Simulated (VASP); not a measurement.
Energy against volume of CsBr (CsCl type). All values below come from r2SCAN+rVV10, VASP's PBE PAW potentials (set 64) (plane waves; VASP). Settings: 520 eV cut-off, 6×6×6 Γ-centred mesh, Gaussian smearing of 0.050 eV, potentials Cs_sv Br.

```json
[
 {"V (Å³/atom)": "37.780", "E (eV/atom)": "-20.87062"},
 {"V (Å³/atom)": "38.948", "E (eV/atom)": "-20.87278"},
 {"V (Å³/atom)": "40.117", "E (eV/atom)": "-20.87102"},
 {"V (Å³/atom)": "41.285", "E (eV/atom)": "-20.86599"}
]
```

**Question.** Fit these four points and predict the energy of the run at 36.611 Å³/atom.

**Answer.** A cubic in V^(−2/3), the third-order Birch-Murnaghan form, passes through the four points with V0 = 38.97 Å³/atom and B0 = 18 GPa, and gives -20.8638 eV/atom there. The run gave -20.8637 eV/atom, +0.0 meV/atom from the fit; all five points give B0 = 18 GPa.

The compound is CsBr in the CsCl type structure. It was relaxed first.
